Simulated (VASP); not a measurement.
Level of theory: r2SCAN meta-GGA, VASP's PBE PAW potentials (set 64) (plane waves; VASP 6.6.1).

The input files of a VASP run:

File KPOINTS:
```
Automatic
0
Gamma
 7 7 7
0 0 0
```

### POSCAR
```
Ge
1
    2.5530550453    -4.0574770149    -0.0000000000
    2.5530550453     4.0574770149     0.0000000000
    0.0000000000    -0.0000000000     3.9161737144
Ge
4
Direct
  0.3522037858   0.6477962142   0.6537907500
  0.6477962142   0.3522037858   0.3462092500
  0.8522037858   0.1477962142   0.8462092500
  0.1477962142   0.8522037858   0.1537907500
```

**INCAR**
```
! general
SYSTEM   =  Ge
PREC     =  Accurate
ENCUT    =  400
LREAL    =  .False.
LASPH    =  .True.

! electronic loop
EDIFF    =  1E-6
NELM     =  100
ALGO     =  Normal
LMAXMIX  =  4
LMIXTAU  =  .True.

! smearing
ISMEAR   =  1
SIGMA    =  0.1

! functional
METAGGA  =  R2SCAN

! ions
IBRION   =  2
NSW      =  60
ISIF     =  3
EDIFFG   =  -0.02

! output
LWAVE    =  .False.
LCHARG   =  .False.
```

POTCAR, in this order: Ge_d (PBE.64 set). Program: vasp_std.

Question: What will the output report for the number of irreducible k-points (NKPTS), number of bands (NBANDS), largest plane-wave count, number of space-group operations, FFT grid (NGX, NGY, NGZ)?

Answer: 
```yaml
number of irreducible k-points (NKPTS): 64
number of bands (NBANDS): 33
largest_plane_wave_count: 1502
number_of_space_group_operations: 8
FFT grid (NGX, NGY, NGZ): 32 × 32 × 28
```

The structure was generated: Ge was put into the black-P type (Cmce), which need not be its known phase. This run relaxes it. Symmetry was kept, so distortions that lower it aren't found. The start is the result of an earlier pass.
